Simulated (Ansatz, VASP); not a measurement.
## Two plane-wave programs on InRu2

```
In Ru
1.0
     2.85412    0.00000    0.00000
     0.00000    2.85412    0.00000
     0.00000    0.00000    6.41035
In Ru
1 2
Direct
  0.00000 0.00000 0.00000
  0.50000 0.50000 0.32670
  0.50000 0.50000 0.67330
```

Change from the starting cell: species swapped into the FeSi2 type (P4/mmm, No. 123).

Alike in both runs: functional PBE; k mesh 6 × 6 × 4; occupations gaussian, width 0.1 eV; no spin polarisation.

Ansatz relaxed the structure, and its values are those at the end. VASP's run is a single point on that final structure, the one shown.

```csv
,VASP,Ansatz
version,VASP 6.6.1,Ansatz 0.2.0
potentials or method,"VASP PAW PBE potentials, release 64 (In_d, Ru_pv)","scalar-relativistic, plane waves, PAW"
plane-wave cutoff (eV),520,420
valence electrons in the cell,41,45
```

|  | VASP | Ansatz | Ansatz less VASP |
| --- | --- | --- | --- |
| gap on the k mesh at the Fermi level (eV) | none | none | - |
| pressure (GPa) | 0.3 | 0.1 | -0.23 |
| rms of the force components (eV/Å) | 0.059 | 0.001 | -0.0579 |

A gap of «none» marks a metal or a gap that the smearing closes. The two sets of potentials don't hold the same shells in valence.

Caveats: the k mesh is coarse (spacing up to 0.37 Å⁻¹), so the values aren't converged.
